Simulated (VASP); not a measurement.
# Sr2BN (P-3m1) in VASP: equation of state

How stiff is Sr2BN in PBE, and what volume does it want? The cell is scaled to several volumes.

All numbers are computed with VASP 6.6.1; they aren't measurements. Logs are shortened: lines on timing, memory, paths and dates and some standing lists are left out, and cuts for length are marked.

## (1) Starting point

The structure is trigonal, space group P-3m1 (No. 164). Conventional cell: a = 3.882 Å, b = 3.882 Å, c = 6.712 Å, α = 90.00°, β = 90.00°, γ = 120.00°. Sr (site symmetry 3m) is surrounded by 3 N at 2.63 Å and 3 B at 2.99 Å. Around B (site symmetry -3m) lie 6 Sr at 2.99 Å and 2 N at 3.36 Å. Around N (site symmetry -3m) lie 6 Sr at 2.63 Å.

The cell was built by a generator and needn't be a form met in nature.

## (2) Equation of state, PBE, 20.59 Å³/atom (volume scaled by 0.94)

Input file INCAR:

```
SYSTEM = Sr2BN
PREC = Accurate
ENCUT = 520
EDIFF = 1E-7
ISMEAR = -1
SIGMA = 0.05
LREAL = .False.
LASPH = .True.
NELM = 60
ALGO = Normal
ISIF = 2
LWAVE = .False.
LCHARG = .False.
GGA = PE
NBANDS = 22
```

Input file KPOINTS:

```
regular mesh
0
Gamma
  8 8 4
  0 0 0
```

Input file POSCAR:

```
Sr2BN
1.0
    3.8029589871      0.0000000000      0.0000000000
   -1.9014745956      3.2934566603      0.0000000000
    0.0000000000      0.0000000000      6.5753346127
Sr B N
2 1 1
Direct
    0.3333300000      0.6666700000      0.7942500000
    0.6666700000      0.3333300000      0.2057500000
    0.0000000000      0.0000000000      0.5000000000
    0.0000000000      0.0000000000      0.0000000000
```

Potentials or basis: VASP PAW PBE potentials, release 64 (Sr_sv, B, N).

Command:

```
$ cat potpaw_PBE.64/Sr_sv/POTCAR potpaw_PBE.64/B/POTCAR potpaw_PBE.64/N/POTCAR > POTCAR
$ mpirun -np 1 vasp_std > vasp.out
```

OUTCAR:

```text
SYSTEM = Sr2BN
   PREC = Accurate
   ENCUT = 520
   EDIFF = 1E-7
   ISMEAR = -1
   LREAL = .False.
   LASPH = .True.
   NELM = 60
   ISIF = 2
   GGA = PE

 Found     78 irreducible k-points:

 Following reciprocal coordinates:
            Coordinates               Weight
  0.000000  0.000000  0.000000      1.000000
  0.125000 -0.000000  0.000000      4.000000
 -0.125000  0.125000  0.000000      2.000000
  0.250000 -0.000000  0.000000      4.000000
 -0.250000  0.250000  0.000000      2.000000
  0.375000 -0.000000  0.000000      4.000000
   k-points           NKPTS =     78   k-points in BZ     NKDIM =     78   number of bands    NBANDS=     22
   number of dos      NEDOS =    301   number of ions     NIONS =      4
   total plane-waves  NPLWV =  39200
   dimension x,y,z NGX =    28 NGY =   28 NGZ =   50
   dimension x,y,z NGXF=    56 NGYF=   56 NGZF=  100
   ions per type =               2   1   1
   NGX,Y,Z   is equivalent  to a cutoff of  12.24, 12.24, 12.64 a.u.
   NGXF,Y,Z  is equivalent  to a cutoff of  24.48, 24.48, 25.28 a.u.
 SYSTEM =  Sr2BN
   PREC   = accura    normal or accurate (medium, high low for compatibility)
   ISTART =      0    job   : 0-new  1-cont  2-samecut
   ICHARG =      2    charge: 1-file 2-atom 10-const
   ISPIN  =      1    spin polarized calculation?
   LNONCOLLINEAR =      F non collinear calculations
   LSORBIT =      F    spin-orbit coupling
   LASPH  =      T    aspherical Exc in radial PAW
   ENCUT  =  520.0 eV  38.22 Ry    6.18 a.u.   7.07  7.07 12.23*2*pi/ulx,y,z
   NELM   =     60;   NELMIN=  2; NELMDL= -5     # of ELM steps
   EDIFF  = 0.1E-06   stopping-criterion for ELM
   LREAL  =      F    real-space projection
   EDIFFG = 0.1E-05   stopping-criterion for IOM
   NSW    =      0    number of steps for IOM
   IBRION =     -1    ionic relax: 0-MD 1-quasi-New 2-CG
   NFREE  =      0    steps in history (QN), initial steepest desc. (CG)
   ISIF   =      2    stress and relaxation
   ISYM   =      2    0-nonsym 1-usesym 2-fastsym
   POTIM  = 0.5000    time-step for ionic-motion
   TEBEG  =    0.0;   TEEND  =   0.0 temperature during run
   PSTRESS=    0.0 pullay stress
   NELECT =      28.0000    total number of electrons
   NUPDOWN=      -1.0000    fix difference up-down
   EMIN   =  10.00;   EMAX   =-10.00  energy-range for DOS
   EFERMI =   0.00;   METHOD = LEGACY
   ISMEAR =    -1;   SIGMA  =   0.05  broadening in eV -4-tet -1-fermi 0-gaus
   EFERMI_NEDOS =   21; number of points for ismear=-14 and -15
   IALGO  =     38    algorithm
   IMIX   =      4    mixing-type and parameters
     AMIX     =   0.40;   BMIX     =  1.00
     AMIX_MAG =   1.60;   BMIX_MAG =  1.00
  volume/ion in A,a.u.               =      20.59       138.94
  Fermi-wavevector in a.u.,A,eV,Ry     =   1.142607  2.159215 17.763108  1.305552
  Thomas-Fermi vector in A             =   2.279305
   LORBIT       =      0    0 simple, 1 ext, 2 COOP (PROOUT), +10 PAW based schemes
   GGA     = PE    functional components
   LHFCALC =     F    Hartree Fock is set to
   AEXX    =    0.0000 exact exchange contribution
   IVDW    =     0    specifies the selected vdW correction
   LEPSILON=     F    determine dielectric tensor
   LRPA    =     F    only Hartree local field effects (RPA)
 non-spin polarized calculation
  energy-cutoff  :      520.00
  volume of cell :       82.36
 maximum number of plane-waves:      2251
   NGX = 15   NGY = 15   NGZ = 25

 number of electron      28.0000000 magnetization

 Free energy of the ion-electron system (eV)
  ---------------------------------------------------
  ext. energy  EPLUGINS =         0.00000000
  ---------------------------------------------------
  free energy    TOTEN  =       -16.69744727 eV

  energy without entropy =      -16.67340802  energy(sigma->0) =      -16.68542765

 E-fermi :   2.4280     XC(G=0):  -9.4647

 val. band max:        2.4160813840   @ k =  -0.1250   0.3750   0.5000
 cond. band min:       2.4430884199   @ k =   0.2500  -0.2500   0.2500
 fundamental gap:      0.0270070359
 Fermi energy:         2.4279879077

 k-point     1 :       0.0000    0.0000    0.0000
  band No.  band energies     occupation
      1     -31.3951      2.00000
      2     -31.2877      2.00000
      3     -14.1444      2.00000
      4     -13.2777      2.00000
      5     -13.2777      2.00000
      6     -13.1833      2.00000
[... 14 lines left out ...]
     21       7.2265      0.00000
     22       8.2409      0.00000

 k-point     2 :       0.1250   -0.0000    0.0000
  band No.  band energies     occupation
      1     -31.3838      2.00000
      2     -31.2838      2.00000
      3     -14.1102      2.00000
      4     -13.4026      2.00000
      5     -13.3144      2.00000
      6     -13.2786      2.00000
[... 14 lines left out ...]
     21       8.2764      0.00000
     22       8.6426      0.00000

 k-point     3 :      -0.1250    0.1250    0.0000
  band No.  band energies     occupation
      1     -31.3838      2.00000
      2     -31.2838      2.00000
      3     -14.1102      2.00000
      4     -13.4026      2.00000
      5     -13.3144      2.00000
      6     -13.2786      2.00000
[... 14 lines left out ...]
     21       8.2764      0.00000
     22       8.6426      0.00000

 k-point     4 :       0.2500   -0.0000    0.0000
  band No.  band energies     occupation
      1     -31.3552      2.00000
      2     -31.2757      2.00000
      3     -14.0591      2.00000
      4     -13.6515      2.00000
      5     -13.4398      2.00000
      6     -13.3898      2.00000
[... 14 lines left out ...]
     21       8.8996      0.00000
     22       9.3935      0.00000

 k-point     5 :      -0.2500    0.2500    0.0000
  band No.  band energies     occupation
      1     -31.3552      2.00000
      2     -31.2757      2.00000
      3     -14.0591      2.00000
      4     -13.6515      2.00000
      5     -13.4398      2.00000
      6     -13.3898      2.00000
[... 14 lines left out ...]
     21       8.8996      0.00000
     22       9.3936      0.00000

 k-point     6 :       0.3750   -0.0000    0.0000
  band No.  band energies     occupation
      1     -31.3228      2.00000
      2     -31.2712      2.00000
      3     -14.1330      2.00000
      4     -13.8022      2.00000
      5     -13.4934      2.00000
      6     -13.4569      2.00000
[... 14 lines left out ...]
     21       9.2186      0.00000
     22      10.2203      0.00000

 [... further k-points ...]
[... 5 lines left out ...]
  --------------------------------------------------------------------------------------
  -------------------------------------------------------------------------------------
  Total        1.8652092      1.8650836      2.1324864     -0.0001036      0.0000469     -0.0000812
  in kB       36.2866332     36.2841906     41.4863659     -0.0020150      0.0009122     -0.0015794
  external PRESSURE =      38.0190632 kB  Pullay stress =       0.0000000 kB

 VOLUME and BASIS-vectors are now :
 -----------------------------------------------------------------------------
  energy-cutoff  :      520.00
  volume of cell :       82.36
      direct lattice vectors                 reciprocal lattice vectors
     3.802958987  0.000000000  0.000000000     0.262953138  0.151815786  0.000000000
    -1.901474596  3.293456660  0.000000000     0.000000000  0.303632354  0.000000000
     0.000000000  0.000000000  6.575334613     0.000000000  0.000000000  0.152083515

 POSITION                                       TOTAL-FORCE (eV/Angst)
 -----------------------------------------------------------------------------------
     -0.00002      2.19565      5.22246         0.000098     -0.000057     -0.244562
      1.90150      1.09781      1.35288        -0.000098      0.000057      0.244562
      0.00000      0.00000      3.28767         0.000000      0.000000      0.000000
      0.00000      0.00000      0.00000        -0.000000      0.000000      0.000000
 -----------------------------------------------------------------------------------
    total drift:                               -0.000000      0.000000      0.000000

  FREE ENERGIE OF THE ION-ELECTRON SYSTEM (eV)
  ---------------------------------------------------
  free  energy   TOTEN  =       -16.6974472712 eV

  energy  without entropy=      -16.6734080202  energy(sigma->0) =      -16.68542765
```

Run time: 99 s. Hardware: 1 thread of Intel Xeon Platinum 8488C (Sapphire Rapids), shared host; peak memory 0.28 GiB.

Results:

```
Free energy            : -16.6974 eV
Pressure               : 3.8 GPa
Largest force          : 0.245 eV/Å
Band gap on the k mesh : none (metal or under the smearing width)
```

## (3) Equation of state, PBE, 21.03 Å³/atom (volume scaled by 0.96)

Input file INCAR:

```
SYSTEM = Sr2BN
PREC = Accurate ; ENCUT = 520
EDIFF = 1E-7 ; ISMEAR = -1
SIGMA = 0.05 ; LREAL = .FALSE.
LASPH = .TRUE. ; NELM = 80
ALGO = Normal ; ISIF = 2
LWAVE = .FALSE. ; LCHARG = .FALSE.
GGA = PE ; NBANDS = 22
```

Input file KPOINTS:

```
Automatic mesh
0
G
  8 8 4
  0 0 0
```

Input file POSCAR:

```
Sr2BN
1.0
    3.8297412708      0.0000000000      0.0000000000
   -1.9148657030      3.3166507812      0.0000000000
    0.0000000000      0.0000000000      6.6216413117
Sr B N
2 1 1
Direct
    0.3333300000      0.6666700000      0.7942500000
    0.6666700000      0.3333300000      0.2057500000
    0.0000000000      0.0000000000      0.5000000000
    0.0000000000      0.0000000000      0.0000000000
```

Potentials or basis: VASP PAW PBE potentials, release 64 (Sr_sv, B, N).

Command:

```
$ cat potpaw_PBE.64/Sr_sv/POTCAR potpaw_PBE.64/B/POTCAR potpaw_PBE.64/N/POTCAR > POTCAR
$ mpirun -np 1 vasp_std > vasp.out
```

It took 1.8 min on 1 thread of Intel Xeon Platinum 8488C (Sapphire Rapids), shared host; peak memory 0.28 GiB.

The run converged. Its results:

| Quantity | Value |
| --- | --- |
| Free energy | -16.7321 eV |
| Pressure | 2.5 GPa |
| Largest force | 0.169 eV/Å |
| Band gap on the k mesh | none (metal or under the smearing width) |

## (4) Equation of state, PBE, 21.46 Å³/atom (volume scaled by 0.98)

Input file INCAR:

```
PREC = Accurate
ENCUT = 520
EDIFF = 1E-7
ISMEAR = -1
SIGMA = 0.05
LREAL = False
LASPH = True
NELM = 80
ALGO = Normal
ISIF = 2
LWAVE = False
LCHARG = False
GGA = PE
NBANDS = 22
```

Input file KPOINTS:

```
Automatic mesh
0
Gamma
  8 8 4
```

Input file POSCAR:

```
Sr2BN
1.0
    3.8561541142      0.0000000000      0.0000000000
   -1.9280720907      3.3395249577      0.0000000000
    0.0000000000      0.0000000000      6.6673092466
Sr B N
2 1 1
Direct
    0.3333300000      0.6666700000      0.7942500000
    0.6666700000      0.3333300000      0.2057500000
    0.0000000000      0.0000000000      0.5000000000
    0.0000000000      0.0000000000      0.0000000000
```

Command:

```
$ cat potpaw_PBE.64/Sr_sv/POTCAR potpaw_PBE.64/B/POTCAR potpaw_PBE.64/N/POTCAR > POTCAR
$ mpirun -np 1 vasp_std > vasp.out
```

Run time: 2.2 min. Hardware: 1 thread of Intel Xeon Platinum 8488C (Sapphire Rapids), shared host; peak memory 0.29 GiB.

The run converged. Its results:

```yaml
Free_energy: -16.7528 eV
Pressure: 1.3 GPa
Largest_force: 0.099 eV/Å
Band_gap_on_the_k_mesh: none (metal or under the smearing width)
```

## (5) Equation of state, PBE, 22.34 Å³/atom (volume scaled by 1.02)

Input file INCAR:

```
  ALGO = Normal
  EDIFF = 1E-7
  ENCUT = 520
  GGA = PE
  ISIF = 2
  ISMEAR = -1
  LASPH = T
  LCHARG = F
  LREAL = F
  LWAVE = F
  NBANDS = 22
  NELM = 100
  PREC = Accurate
  SIGMA = 0.05
```

Input file KPOINTS:

```
k-points
0
Gamma
  8 8 4
```

Input file POSCAR:

```
Sr2BN
1.0
    3.9079207493      0.0000000000      0.0000000000
   -1.9539553415      3.3843561456      0.0000000000
    0.0000000000      0.0000000000      6.7568140107
Sr B N
2 1 1
Direct
    0.3333300000      0.6666700000      0.7942500000
    0.6666700000      0.3333300000      0.2057500000
    0.0000000000      0.0000000000      0.5000000000
    0.0000000000      0.0000000000      0.0000000000
```

Command:

```
$ cat potpaw_PBE.64/Sr_sv/POTCAR potpaw_PBE.64/B/POTCAR potpaw_PBE.64/N/POTCAR > POTCAR
$ mpirun -np 1 vasp_std > vasp.out
```

It took 2.4 min on 1 thread of Intel Xeon Platinum 8488C (Sapphire Rapids), shared host; peak memory 0.3 GiB.

The run converged. Its results:

| Property | Result |
| --- | --- |
| Free energy | -16.7578 eV |
| Pressure | -0.8 GPa |
| Largest force | 0.026 eV/Å |
| Band gap on the k mesh | none (metal or under the smearing width) |

## (6) Equation of state, PBE, 22.78 Å³/atom (volume scaled by 1.04)

Input file INCAR:

```
SYSTEM = Sr2BN
PREC     = Accurate       ! precision mode
ENCUT    = 520            ! plane-wave cutoff, eV
EDIFF    = 1E-7           ! SCF threshold, eV
ISMEAR   = -1             ! smearing method
SIGMA    = 0.05           ! smearing width, eV
LREAL    = .FALSE.        ! projectors in reciprocal space
LASPH    = .TRUE.         ! aspherical terms in the spheres
NELM     = 60             ! most SCF steps
ALGO     = Normal         ! electronic algorithm
ISIF     = 2              ! what is computed and relaxed
LWAVE    = .FALSE.        ! write WAVECAR
LCHARG   = .FALSE.        ! write CHGCAR
GGA      = PE             ! functional
NBANDS   = 22             ! bands
```

Input file KPOINTS:

```
Automatic mesh
0
G
  8 8 4
  0 0 0
```

Input file POSCAR:

```
Sr2BN
1.0
    3.9332975691      0.0000000000      0.0000000000
   -1.9666437188      3.4063331000      0.0000000000
    0.0000000000      0.0000000000      6.8006906558
Sr B N
2 1 1
Direct
    0.3333300000      0.6666700000      0.7942500000
    0.6666700000      0.3333300000      0.2057500000
    0.0000000000      0.0000000000      0.5000000000
    0.0000000000      0.0000000000      0.0000000000
```

Potentials or basis: VASP PAW PBE potentials, release 64 (Sr_sv, B, N).

Command:

```
$ cat potpaw_PBE.64/Sr_sv/POTCAR potpaw_PBE.64/B/POTCAR potpaw_PBE.64/N/POTCAR > POTCAR
$ mpirun -np 1 vasp_std > vasp.out
```

Wall time 2.5 min (1 thread of Intel Xeon Platinum 8488C (Sapphire Rapids), shared host); peak memory 0.3 GiB.

The run converged. Its results:

```yaml
Free_energy: -16.7443 eV
Pressure: -1.7 GPa
Largest_force: 0.081 eV/Å
Band_gap_on_the_k_mesh: none (metal or under the smearing width)
```

## (7) Equation of state, PBE, 23.22 Å³/atom (volume scaled by 1.06)

Input file INCAR:

```
PREC = Accurate
ENCUT = 520
EDIFF = 1E-7
ISMEAR = -1
SIGMA = 0.05
LREAL = False
LASPH = True
NELM = 100
ALGO = Normal
ISIF = 2
LWAVE = False
LCHARG = False
GGA = PE
NBANDS = 22
```

Input file KPOINTS:

```
regular mesh
0
Gamma
  8 8 4
```

Input file POSCAR:

```
Sr2BN
1.0
    3.9583510953      0.0000000000      0.0000000000
   -1.9791704496      3.4280300741      0.0000000000
    0.0000000000      0.0000000000      6.8440083247
Sr B N
2 1 1
Direct
    0.3333300000      0.6666700000      0.7942500000
    0.6666700000      0.3333300000      0.2057500000
    0.0000000000      0.0000000000      0.5000000000
    0.0000000000      0.0000000000      0.0000000000
```

Command:

```
$ cat potpaw_PBE.64/Sr_sv/POTCAR potpaw_PBE.64/B/POTCAR potpaw_PBE.64/N/POTCAR > POTCAR
$ mpirun -np 1 vasp_std > vasp.out
```

Run time: 2.6 min. Hardware: 1 thread of Intel Xeon Platinum 8488C (Sapphire Rapids), shared host; peak memory 0.3 GiB.

The run converged. Its results:

| Item | Value |
| --- | --- |
| Free energy | -16.7215 eV |
| Pressure | -2.5 GPa |
| Largest force | 0.132 eV/Å |
| Band gap on the k mesh | none (metal or under the smearing width) |

## (8) Equation of state, PBE

Potentials or basis: VASP PAW PBE potentials, release 64 (Sr_sv, B, N).

No new run: the results of the series are fitted here.

What came out:

* Equilibrium volume: 21.99 Å³/atom
* Bulk modulus at fixed shape and positions: 51 GPa
* Pressure derivative of the bulk modulus: 3.9

Energy against volume, from the lowest point:
```tsv
volume (Å³/atom)	energy (meV/atom)
20.589	15.89
21.027	7.24
21.465	2.05
21.903	0.00
22.341	0.80
22.779	4.17
23.217	9.89
```

Caveat: the cell was scaled at fixed shape and fractional positions, which overstates the stiffness of a crystal with free parameters, most of all of layers and chains.
